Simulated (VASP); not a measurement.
Consider the following.

```xyz
2
Lattice="2.8407 0.0000 0.0000 0.0000 2.8407 0.0000 0.0000 0.0000 2.8407" Properties=species:S:1:pos:R:3 pbc="T T T"
Al     1.4203     1.4203     1.4203
Fe     0.0000     0.0000     0.0000
```

All values below come from revTPSS meta-GGA, VASP's PBE PAW potentials (set 64) (plane waves; VASP). Run with 520 eV cut-off, 13×13×13 Γ-centred mesh, first-order Methfessel-Paxton smearing of 0.10 eV, potentials Al Fe.

Task: Give the energy at these volumes per atom, relative to the lowest: 10.76, 11.11, 11.45, 11.80, 12.14 Å³.

Result: 29.0, 7.1, 0.0, 5.7, 22.2 meV/atom. A third-order Birch-Murnaghan fit gives B0 = 197 GPa and B0′ = 4.2.

Measured: bulk modulus 152 GPa (computed value off by +29.5 %), as given by Yamada et al., (2019), arXiv:1910.09660; a 2.910 Å (computed value off by -2.4 %), as given by Yibo Liu et al., IUCrData (2023), doi:10.1107/s2414314623010659. The calculation is for a static lattice, while the measured bulk modulus, a hold thermal and zero-point effects, which are part of the difference.

The compound is FeAl in the CsCl type structure. It was relaxed first, which changed the volume by -7 %. The run is not spin-polarised, so no magnetic state was tried.
